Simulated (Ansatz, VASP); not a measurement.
# BaTiO3: VASP beside Ansatz

One calculation is typed for both programs; each brings its own data sets and cutoff. How far apart do they land? The cell is taken from a series of VASP runs on this material, whose earlier steps may have relaxed, scaled or displaced it; both programs get it as it stands.

Method: plane waves, with VASP 6.6.1 beside it; relaxation of cell and atoms at PBE, in Ansatz 0.2.0.

## (1) Starting point

The structure is tetragonal, space group P4mm (No. 99). The conventional cell has a = 3.998 Å, b = 3.998 Å, c = 4.214 Å, α = 90.00°, β = 90.00°, γ = 90.00°. Ba has 12 O at 2.82 to 2.99 Å nearest. Nearest to Ti lie 5 O at 1.82 to 2.01 Å. O has 2 Ti at 1.82 to 2.40 Å and 4 Ba at 2.83 Å nearest. O has 2 Ti at 2.01 Å and 4 Ba at 2.82 to 2.99 Å nearest. Farther neighbours and most contacts between anions are not listed.

## (2) Ansatz: relaxation of cell and atoms, PBE

Ansatz runs on its default PAW (the set named soft_2) files.

The relaxed volume is the usual yardstick between codes: its relative difference is about their pressure difference at one cell divided by the bulk modulus.

input.yaml reads:

```yaml
crystal:
  lattice:
    - [3.9978499336, 0.0, 0.0]
    - [0.0, 3.9978499336, 0.0]
    - [0.0, 0.0, 4.2140780566]
  atoms:
    - { symbol: Ba, position: [0.0, 0.0, 0.0129256434] }
    - { symbol: Ti, position: [0.5, 0.5, 0.5317735475] }
    - { symbol: O, position: [0.5, 0.5, 0.9629963189] }
    - { symbol: O, position: [0.5, 0.0, 0.4846522451] }
    - { symbol: O, position: [0.0, 0.5, 0.4846522451] }
hamiltonian:
  xc: pbe
  pseudopotentials: { kind: paw }
kpoints:
  mp_grid: { grid: [7, 7, 6] }
scf:
  occupations: { method: gaussian, width: 0.05 }
relax:
  f_tol: 0.01
  max_steps: 60
  cell: { stress_tol: 0.05 }
output:
  forces: true
  stress: true
```

The run is started by

```bash
$ ansatz run input.yaml --threads 4 --pin off --max-ram 9216MiB --backend cpu --events-out ev --progress --plain --runs-dir out
```

Numbers of over 12 decimals in the logs are rounded to 6 here.

The program printed:

```text
Engine: ansatz 0.2.0, aarch64-unknown-linux-gnu
Pseudopotentials: kind: paw
Pseudopotential: Ba, paw, valence charge 10, recommended cutoff 420 eV (normal), Ba.paw.azcp
Pseudopotential: Ti, paw, valence charge 12, recommended cutoff 420 eV (normal), Ti.paw.azcp
Pseudopotential: O, paw, valence charge 6, recommended cutoff 420 eV (normal), O.paw.azcp
Functional definition: PBE
  parameter kappa = 0.804
  parameter beta = 0.066725
  exchange = pbe_x(kappa = kappa, mu = beta*pi^2/3)
  correlation = pbe_c(beta = beta)
Crystal: 5 atoms, lattice volume = 67.353 Å³
Basis set: ecut = 420 eV, 1319 PW (Γ), exchange–correlation on 54×54×60 points (8 copies of the dense FFT grid, shifted against one another)
Bands: 25, of which v1, the nominal top of the filled ones, is band 20 counted from 1 (19 counted from 0)
Symmetry: 8 space group operations
Space group: P4mm (ITA 99), of the structure as read, at distance tolerance 4.1e-5 Å
k-points: 40 of 294 (time reversal used)
Non-local potential: Ba, projectors of the file, l = 0: 3, l = 1: 2, l = 2: 2, l = 3: 2
Non-local potential: Ti, projectors of the file, l = 0: 3, l = 1: 2, l = 2: 3, l = 3: 1
Non-local potential: O, projectors of the file, l = 0: 2, l = 1: 2, l = 2: 1
PAW form: soft (Blöchl's): semilocal exchange-correlation on the pseudo side does not see the compensation charge
PAW one-centre angular grid: Ba, 194 points (default); XC on 64 Gauss nodes
PAW one-centre angular grid: Ti, 590 points (default); XC on 64 Gauss nodes
PAW one-centre angular grid: O, 110 points (default); XC on 64 Gauss nodes
Initial density: superposition of atomic densities (neutral atoms: chi_scale 0, normalization atom), corrected by the library's trained network
Initial wavefunctions: pseudopotential atomic-orbital guess
Functional: x = pbe(κ = 0.804, μ = 0.219515), c = pbe(β = 0.066725)
SCF iter   1: F=—  HF=-10159.615883 eV  |F-HF|=—  |Δ(HF+E_count)|=         —  Δρ=1.53e-3  dr2=1.12e-3  ethr=1.77e-3  ⟨swp⟩=6.0  Hψ=4971  notcnv=0
preconditioner: auto → Resta (q_TF=auto, 2.501 Å⁻¹)  ε∞=5.6  [insulator: Δε(μ)=1.893 eV  Ē_g=11.929 eV  σ=0.050 eV  W_gap=1.00  n_scr=18 (ndim 8)  ℏωp=25.6 eV  f_vac=0.000  D(μ)=0.00/eV (n_scr^D=0)  ε∞_Penn≈5.6]
SCF iter   2: F=—  HF=-10159.616238 eV  |F-HF|=—  |Δ(HF+E_count)|=   3.54e-4  Δρ=6.87e-4  dr2=2.23e-4  ethr=2.80e-6  ⟨swp⟩=2.0  Hψ=2061  notcnv=0
SCF iter   3: F=—  HF=-10159.616430 eV  |F-HF|=—  |Δ(HF+E_count)|=   1.92e-4  Δρ=1.35e-4  dr2=1.65e-5  ethr=5.58e-7  ⟨swp⟩=2.8  Hψ=1641  notcnv=0
SCF iter   4: F=—  HF=-10159.616098 eV  |F-HF|=—  |Δ(HF+E_count)|=   3.32e-4  Δρ=3.86e-5  dr2=1.01e-6  ethr=4.13e-8  ⟨swp⟩=2.0  Hψ=1738  notcnv=0
SCF iter   5: F=—  HF=-10159.616098 eV  |F-HF|=—  |Δ(HF+E_count)|=   3.03e-7  Δρ=1.79e-5  dr2=1.72e-7  ethr=2.52e-9  ⟨swp⟩=2.0  Hψ=1739  notcnv=0
SCF iter   6: F=-10159.616098 eV  HF=-10159.616098 eV  |F-HF|=2.28e-9  |Δ(HF+E_count)|=   6.22e-9  Δρ=4.80e-6  dr2=1.50e-8  ethr=2.50e-10  ⟨swp⟩=4.8  Hψ=3627  notcnv=0
SCF 1 converged in 6 iterations: F = -10159.616098 eV  dr2 = 1.50e-8
  greatest PAW one-centre occupation: 0.999 electrons in one spin orbital (limit 2), on the Ti atom at site 1 (counted from 0), in its partial waves of l = 0
relax step   1: F+E_penalty+E_count = -10159.61609784 eV  Δ(F+E_penalty+E_count) = +0.000e0 eV  max|allowed force component| = 8.817e-2 eV/Å  Δτ_max = 0.0000 Å  P = -1.394 GPa  Ω = 67.353 Å³  (6 SCF iters, dr2 threshold 1.00e-7 eV, accepted)
[... from here on, the SCF cycles and remarks between the steps are left out ...]
relax step   2: F+E_penalty+E_count = -10159.62074024 eV  Δ(F+E_penalty+E_count) = -4.642e-3 eV  max|allowed force component| = 6.989e-2 eV/Å  Δτ_max = 0.0178 Å  P = +0.313 GPa  Ω = 66.577 Å³  energy of the carried Pulay correction = +2.542e-3 eV  (6 SCF iters, dr2 threshold 5.00e-7 eV, accepted)
relax step   3: F+E_penalty+E_count = -10159.62091514 eV  Δ(F+E_penalty+E_count) = -1.749e-4 eV  max|allowed force component| = 4.009e-2 eV/Å  Δτ_max = 0.0153 Å  P = +0.011 GPa  Ω = 66.698 Å³  energy of the carried Pulay correction = +2.144e-3 eV  (6 SCF iters, dr2 threshold 3.37e-7 eV, accepted)
relax step   4: F+E_penalty+E_count = -10159.62080732 eV  Δ(F+E_penalty+E_count) = +1.078e-4 eV  max|allowed force component| = 2.583e-2 eV/Å  Δτ_max = 0.0042 Å  P = -0.089 GPa  Ω = 66.776 Å³  energy of the carried Pulay correction = +1.889e-3 eV  (6 SCF iters, dr2 threshold 1.00e-7 eV, accepted)
relax step   5: F+E_penalty+E_count = -10159.62094009 eV  Δ(F+E_penalty+E_count) = -1.328e-4 eV  max|allowed force component| = 1.445e-2 eV/Å  Δτ_max = 0.0005 Å  P = -0.012 GPa  Ω = 66.741 Å³  energy of the carried Pulay correction = +2.003e-3 eV  (6 SCF iters, dr2 threshold 4.17e-8 eV, accepted)
relax step   6: F+E_penalty+E_count = -10159.62082523 eV  Δ(F+E_penalty+E_count) = +1.149e-4 eV  max|allowed force component| = 4.800e-3 eV/Å  Δτ_max = 0.0018 Å  P = -0.010 GPa  Ω = 66.782 Å³  energy of the carried Pulay correction = +1.867e-3 eV  (6 SCF iters, dr2 threshold 1.31e-8 eV, accepted)
relax step   7: F+E_penalty+E_count = -10159.61892693 eV  Δ(F+E_penalty+E_count) = +1.898e-3 eV  max|allowed force component| = 4.731e-3 eV/Å  Δτ_max = 0.0000 Å  P = -0.060 GPa  Ω = 66.782 Å³  stress off target by 8.02e-2 GPa  SCF on the basis re-selected at this cell (its energy is not comparable with the rows above)  (6 SCF iters)
relax step   8: F+E_penalty+E_count = -10159.61904283 eV  Δ(F+E_penalty+E_count) = -1.159e-4 eV  max|allowed force component| = 1.672e-4 eV/Å  Δτ_max = 0.0004 Å  P = -0.003 GPa  Ω = 66.750 Å³  energy of the carried Pulay correction = +1.072e-4 eV  (6 SCF iters, dr2 threshold 1.61e-8 eV, accepted)
relax step   9: F+E_penalty+E_count = -10159.61891368 eV  Δ(F+E_penalty+E_count) = +1.291e-4 eV  max|allowed force component| = 1.685e-4 eV/Å  Δτ_max = 0.0000 Å  P = -0.004 GPa  Ω = 66.750 Å³  stress off target by 4.38e-3 GPa  SCF on the basis re-selected at this cell (its energy is not comparable with the rows above)  (8 SCF iters)
basis re-selected at this cell: Δ(F+E_penalty+E_count) = +1.291e-4 eV, ΔP = -0.002 GPa vs the last step (what re-selecting the basis moved, of the pressure what is left beyond the Pulay correction that the steps carried, after the strain that the cell walked since its last selection, with what the two solves' SCF thresholds leave and, on support functions, any second-order correction that the steps lacked; it is no m [...]
SCF converged after 8 iterations
Free energy (F): -10159.618914 eV
Harris-Foulkes:  -10159.618914 eV  (|F-HF|=3.64e-12)
Internal energy: -10159.618914 eV  (E = F + TS)
E sigma→0 (E₀):  -10159.618914 eV
Fermi energy:    10.845940 eV
--- Per-component energies (eV) ---
  E_band       = -161.723485
  E_kinetic    = 968.613623
  E_local      = -2178.630248  (includes V_loc(G=0)·N_el)
  E_nonlocal   = 203.757088
  E_hartree    = 849.518334
  E_xc         = -490.884115
  E_vxc        = -545.307532  (∫ρ·V_xc dr)
  E_paw        = -6744.632948  (= ΣΔE_a)
  E_vpaw       = -309.200471  (= ΣTr[D̂ρ^β])
  E_aug_tail   = 0.007430  (compensation charges beyond the density's cutoff)
  E_ewald      = -2767.368077
  E_smearing   = -0.000000  (= −TS)
  E_closure    = -0.000000  (closes the sum)
  Σ components = -10159.618914   (vs F -10159.618914, Δ=0.00e0)
--- Forces (eV/Å), atoms counted from 1 ---
  atom   1  Ba     0.00000000     0.00000000    -0.00007225
  atom   2  Ti    -0.00000000     0.00000000     0.00005367
  atom   3  O      0.00000000     0.00000000    -0.00016544
  atom   4  O      0.00000000    -0.00000000     0.00009965
  atom   5  O     -0.00000000     0.00000000     0.00009965
  max |Σ_I F_I| component: 1.53e-5 eV/Å
--- Stress (GPa, compression-positive) ---
       -0.004150      -0.000000       0.000000
       -0.000000      -0.004150      -0.000000
        0.000000      -0.000000      -0.004385
  P = ⅓ Tr σ = -0.0042 GPa (-0.042 kbar)
--- Relaxed structure (7 steps of the walk, 7 accepted, 2 SCFs on fresh bases) ---
  F+E_penalty+E_count = -10159.61891368 eV   max|allowed force component| = 1.685e-4 eV/Å   (the final SCF, on the basis selected at the relaxed cell)
  cell:  # Å, volume = 66.7497 Å³
    - [3.985081, 0, 0]
    - [0, 3.985081, 0.0]
    - [0, 0.0, 4.203149]
  atoms:
    - { symbol: Ba, position: [0, 0, 0.014785] }
    - { symbol: Ti, position: [0.5, 0.5, 0.532008] }
    - { symbol: O, position: [0.5, 0.5, 0.963038] }
    - { symbol: O, position: [0.5, 0, 0.483584] }
    - { symbol: O, position: [0, 0.5, 0.483584] }
```

It took 18 s on 4 threads of Arm Neoverse V1, shared host; peak memory 0.38 GiB.

## (3) VASP: relaxation of cell and atoms, PBE

The same cell, functional, mesh and smearing now go to VASP, with its own data sets and cutoff.

Lines of VASP's logs that name or quote its potential files are left out, and so is its time.

INCAR reads:

```
SYSTEM = BaTiO3
PREC = Accurate
ENCUT = 520
EDIFF = 1E-06
NELM = 100
ISMEAR = 0
SIGMA = 0.05
LREAL = .FALSE.
ALGO = Normal
GGA = PE
NBANDS = 26
LASPH = .TRUE.
LORBIT = 11
LWAVE = .FALSE.
LCHARG = .FALSE.
KPAR = 4
IBRION = 2
NSW = 60
ISIF = 3
EDIFFG = -0.01
```

POSCAR reads:

```
BaTiO3
1.0
    3.9978499336      0.0000000000      0.0000000000
    0.0000000000      3.9978499336      0.0000000000
    0.0000000000      0.0000000000      4.2140780566
Ba Ti O
1 1 3
Direct
    0.0000000000      0.0000000000      0.0129256434
    0.5000000000      0.5000000000      0.5317735475
    0.5000000000      0.5000000000      0.9629963189
    0.5000000000      0.0000000000      0.4846522451
    0.0000000000      0.5000000000      0.4846522451
```

KPOINTS reads:

```
Automatic mesh
0
Gamma
7 7 6
0 0 0
```

The projector-augmented-wave data sets are Ba_sv, Ti_sv and O (PBE family, release 64).

The run is started by

```bash
$ mpirun -np 4 vasp_std
```

The program printed:

```text
[banner, memory and clock lines left out]
running    4 mpi-ranks, on    1 nodes
 distrk:  each k-point on    1 cores,    4 groups
 distr:  one band on    1 cores,    1 groups

 POSCAR found type information on POSCAR BaTiO
 POSCAR found :  3 types and       5 ions
 LDA part: xc-table for (Slater+PW92), standard interpolation
 POSCAR, INCAR and KPOINTS ok, starting setup
 FFT: planning ... GRIDC
 FFT: planning ... GRID_SOFT
 FFT: planning ... GRID
 WAVECAR not read
 entering main loop
       N       E                     dE             d eps       ncg     rms          rms(c)
DAV:   1     0.442578938688E+03    0.44258E+03   -0.20996E+04  2080   0.165E+03
DAV:   2    -0.609823681511E+00   -0.44319E+03   -0.42783E+03  2442   0.449E+02
DAV:   3    -0.485150806305E+02   -0.47905E+02   -0.47644E+02  2928   0.143E+02
DAV:   4    -0.506870443107E+02   -0.21720E+01   -0.21691E+01  3104   0.272E+01
DAV:   5    -0.507572580350E+02   -0.70214E-01   -0.70201E-01  2958   0.361E+00    0.231E+01
DAV:   6    -0.402907220936E+02    0.10467E+02   -0.66890E+01  3196   0.721E+01    0.102E+01
DAV:   7    -0.402431675473E+02    0.47555E-01   -0.13262E+01  2842   0.270E+01    0.686E+00
DAV:   8    -0.400426943098E+02    0.20047E+00   -0.75881E-01  2754   0.792E+00    0.354E+00
DAV:   9    -0.400675818460E+02   -0.24888E-01   -0.40547E-01  3030   0.576E+00    0.154E+00
DAV:  10    -0.400483360490E+02    0.19246E-01   -0.14806E-01  2816   0.395E+00    0.547E-01
DAV:  11    -0.400450829514E+02    0.32531E-02   -0.12135E-02  2826   0.825E-01    0.254E-01
DAV:  12    -0.400444776867E+02    0.60526E-03   -0.45611E-03  2386   0.390E-01    0.453E-02
DAV:  13    -0.400444710508E+02    0.66359E-05   -0.29378E-04  2532   0.138E-01    0.236E-02
DAV:  14    -0.400444732266E+02   -0.21758E-05   -0.50247E-05  3048   0.542E-02    0.212E-02
DAV:  15    -0.400444717958E+02    0.14307E-05   -0.32016E-05  2890   0.593E-02    0.874E-03
DAV:  16    -0.400444711540E+02    0.64180E-06   -0.47243E-06  2058   0.224E-02
   1 F= -.40044471E+02 E0= -.40044471E+02  d E =-.400445E+02
[...]
2 F= -.40044498E+02 E0= -.40044498E+02  d E =-.264864E-04
[...]
3 F= -.40044501E+02 E0= -.40044501E+02  d E =-.296869E-04
[...]
4 F= -.40044501E+02 E0= -.40044501E+02  d E =-.302656E-04
 curvature:  -0.33 expect dE=-0.968E-05 dE for cont linesearch -0.533E-07
 trial: gam= 0.31540 g(F)=  0.244E-04 g(S)=  0.522E-05 ort = 0.366E-05 (trialstep = 0.931E+00)
 search vector abs. value=  0.401E-04
 bond charge predicted
       N       E                     dE             d eps       ncg     rms          rms(c)
DAV:   1    -0.400445259305E+02   -0.24570E-04   -0.69105E-03  2422   0.920E-01    0.442E-02
DAV:   2    -0.400445365606E+02   -0.10630E-04   -0.53226E-04  2160   0.176E-01    0.297E-02
DAV:   3    -0.400445307161E+02    0.58445E-05   -0.53632E-05  2888   0.531E-02    0.146E-02
DAV:   4    -0.400445274008E+02    0.33153E-05   -0.11023E-05  3062   0.317E-02    0.793E-03
DAV:   5    -0.400445268794E+02    0.52139E-06   -0.16256E-06  1708   0.106E-02
   5 F= -.40044527E+02 E0= -.40044527E+02  d E =-.254598E-04
 ZBRENT: can't locate minimum, use default step
 trial-energy change:   -0.000025  1 .order   -0.000025   -0.000029   -0.000022
 step:   3.7231(harm=  3.8136)  dis= 0.00279  next Energy=   -40.044560 (dE=-0.586E-04)
 reached required accuracy - stopping structural energy minimisation
```

(Continued in part 2 of 2.)

[Lines on the potential files, build, host, timing and source positions are cut from VASP's logs without a mark.]

[Logs are printed without paths, hosts, clocks, repeated set-up lines and the standing remarks that a program may print on its own settings, such as how far it seeks lower states.]

[Hosts, paths, dates, database ids (printed as entryN), source tags and the programs' standing remarks are cut or masked in the printed files.]
